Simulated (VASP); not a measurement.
Moving the functional in Pd4B

```xyz
5
Lattice="2.8920 0.0000 0.0000 0.0000 4.3650 0.0000 0.0000 0.0000 5.8563" Properties=species:S:1:pos:R:3 pbc="T T T"
Pd    1.4460    0.0000    1.1571
Pd    0.0000    0.0000    3.6278
Pd    0.0000    2.1825    1.9277
Pd    1.4460    2.1825    5.0807
B     1.4460    0.0000    5.0553
```

The cell comes from a database or a generator and needn't be the stable form of this composition.

Kept alike: task band structure; k mesh 7 × 5 × 4; occupations fermi-dirac, width 0.05 eV; no spin polarisation. Program: VASP, PAW files B, Pd, 520 eV. The mesh is that of the run's cell of 5 atoms. No spin-orbit coupling.

```csv
functional,pressure (GPa)
AM05,-8.79
BLYP,7.83
LDA,-12.79
PBE,-1.18
PBEsol,-8.47
PW91,-0.61
RPBE,2.81
SCAN,-6.66
TPSS,-4.99
r2SCAN,-4.02
revPBE,1.72
```

Pressure is positive in compression; the values hold the error of the finite cutoff, so their zero can differ a little from the energy's minimum. For a metal such a mesh leaves the last digits unconverged. Runs of this series that gave no sound value for these columns are left out. Potentials were made for PBE (AM05, BLYP, PBE, PBEsol, PW91, RPBE, SCAN, TPSS, r2SCAN, revPBE); LDA (LDA).

The pressure runs from -12.79 (LDA) to 7.83 GPa (BLYP). From PBE: AM05 -7.61; BLYP +9.01; LDA -11.61; PBEsol -7.29; PW91 +0.57; RPBE +3.99; SCAN -5.48; TPSS -3.81; r2SCAN -2.84; revPBE +2.90. A positive pressure means that the functional's own cell is larger than the one given, a negative one that it is smaller.

At this fixed cell, LDA gives the strongest pull towards contraction and BLYP the strongest push towards expansion. PBEsol and AM05 lie nearest LDA, the meta-GGAs come between them and PBE, and revPBE and RPBE fall on the expanding side. The order largely follows how strongly each functional rewards density inhomogeneity. Gradient corrections weaken LDA's overbinding, and the steeper exchange enhancement of revPBE and RPBE loosens the Pd-Pd and Pd-B contacts further. PBEsol has a weaker gradient dependence, suited to slowly varying densities, and so retains more cohesion. BLYP's extreme value of 7.83 GPa probably also reflects its correlation part, which doesn't recover the uniform electron gas and is poorly suited to itinerant metal electrons. PW91 stays close to PBE, as expected from their closely related construction.

The small PBE pressure suggests a cell originally relaxed with PBE or a similar functional, so it is no sign of greater accuracy. Without the compressibility, the spread in pressure can't be turned into differences in equilibrium volume.
